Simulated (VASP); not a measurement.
Calculation: PBEsol GGA, VASP's PBE PAW potentials (set 64) (plane waves; VASP).

VASP input:

### KPOINTS
```
kpoints
0
gamma
 7 7 5
0 0 0
```

**INCAR**
```
! general
SYSTEM  = Cu2As
PREC    = Accurate
ENCUT   = 300   ! plane-wave cut-off (eV)
LREAL   = .False.
LASPH   = .True.

! electronic loop
EDIFF   = 1E-6   ! SCF stop (eV)
NELM    = 100   ! most electronic steps
ALGO    = Normal
LMAXMIX = 4

! smearing
ISMEAR  = -1
SIGMA   = 0.1   ! width (eV)

! functional
GGA     = PS

! ions
ISIF    = 2   ! forces and stress, cell fixed

! output
LWAVE   = .False.
LCHARG  = .False.
```

File POSCAR:
```
Cu2As
1
    3.7365890000     0.0000000000     0.0000000000
    0.0000000000     3.7365890000     0.0000000000
    0.0000000000     0.0000000000     5.8217620000
Cu As
4 2
Direct
  0.5000000000   0.5000000000   0.0000000000
  0.0000000000   0.0000000000   0.0000000000
  0.5000000000   0.0000000000   0.2999600000
  0.0000000000   0.5000000000   0.7000400000
  0.5000000000   0.0000000000   0.7130100000
  0.0000000000   0.5000000000   0.2869900000
```

POTCAR, in this order: Cu As (PBE.64 set). Program: vasp_std.

At this cut-off the stress carries a Pulay error, which pulls relaxed volumes low.

Predict the energy per atom (σ→0), largest force, band gap (on the k-mesh).

- energy per atom (σ→0): -4.571 eV/atom
- band gap (on the k-mesh): none (metal, semimetal or under 0.01 eV)
- largest force: 0.222 eV/Å

### OSZICAR
```
...
DAV:  10    -0.274634438238E+02    0.45259E-01   -0.11535E-01  2736   0.684E+00    0.509E-01
DAV:  11    -0.274597911400E+02    0.36527E-02   -0.25626E-02  3064   0.200E+00    0.134E-01
DAV:  12    -0.274597465886E+02    0.44551E-04   -0.33248E-03  3136   0.692E-01    0.454E-02
DAV:  13    -0.274598279137E+02   -0.81325E-04   -0.31105E-04  2672   0.282E-01    0.621E-02
DAV:  14    -0.274597349415E+02    0.92972E-04   -0.23546E-04  2424   0.326E-01    0.170E-02
DAV:  15    -0.274597343159E+02    0.62558E-06   -0.90717E-05  3088   0.903E-02    0.508E-03
DAV:  16    -0.274597340360E+02    0.27995E-06   -0.50221E-06  1984   0.211E-02
   1 F= -.27459734E+02 E0= -.27425861E+02  d E =-.677452E-01
```

The structure comes from a computed database's Cu2As entry (P4/nmm); how it stands against other phases isn't given here. The cell was not relaxed at this level.
